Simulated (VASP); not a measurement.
Level of theory: PBE GGA, VASP's PBE PAW potentials (set 64) (plane waves; VASP 6.6.1).

VASP ran on this input.

### INCAR
```
ALGO = Normal
EDIFF = 1E-6
ENCUT = 300
GGA = PE
ISIF = 2
ISMEAR = 0
LASPH = .TRUE.
LCHARG = .FALSE.
LMAXMIX = 4
LREAL = .FALSE.
LWAVE = .FALSE.
NELM = 100
PREC = Accurate
SIGMA = 0.2
SYSTEM = Ga
```

### KPOINTS
```
K-points
0
G
 10 10 6
0 0 0
```

POSCAR:
```
Ga
1.0
  2.9956740000   0.0000000000   0.0000000000
 -1.4978370000   2.5943300000   0.0000000000
  0.0000000000   0.0000000000   4.8637580000
Ga
2
Direct
  0.3333330000   0.6666670000   0.2500000000
  0.6666670000   0.3333330000   0.7500000000
```

POTCAR, in this order: Ga_d (PBE.64 set). Program: vasp_std.

Question: Predict the energy per atom (σ→0), band gap (on the k-mesh).

Answer: 
```
Item                                                        Result
------------------------  ----------------------------------------
energy per atom (σ→0)                               -2.891 eV/atom
band gap (on the k-mesh)  none (metal, semimetal or under 0.01 eV)
```

### OSZICAR
```
...
DAV:   5    -0.584059225495E+01   -0.10389E-02   -0.10389E-02  2251   0.101E+00    0.113E+00
DAV:   6    -0.579854616034E+01    0.42046E-01   -0.80221E-02  2579   0.481E+00    0.584E-01
DAV:   7    -0.578792027256E+01    0.10626E-01   -0.16896E-02  2707   0.185E+00    0.156E-01
DAV:   8    -0.578678409662E+01    0.11362E-02   -0.14759E-03  2385   0.610E-01    0.101E-02
DAV:   9    -0.578679052669E+01   -0.64301E-05   -0.26254E-05  2596   0.543E-02    0.413E-03
DAV:  10    -0.578679230562E+01   -0.17789E-05   -0.11271E-06  1577   0.156E-02    0.379E-04
DAV:  11    -0.578679216828E+01    0.13734E-06   -0.10737E-07  1251   0.420E-03
   1 F= -.57867922E+01 E0= -.57823561E+01  d E =-.887213E-02
```

The structure was generated: Ga was put into an ordered model structure, which need not be its known phase. The cell was not relaxed at this level.
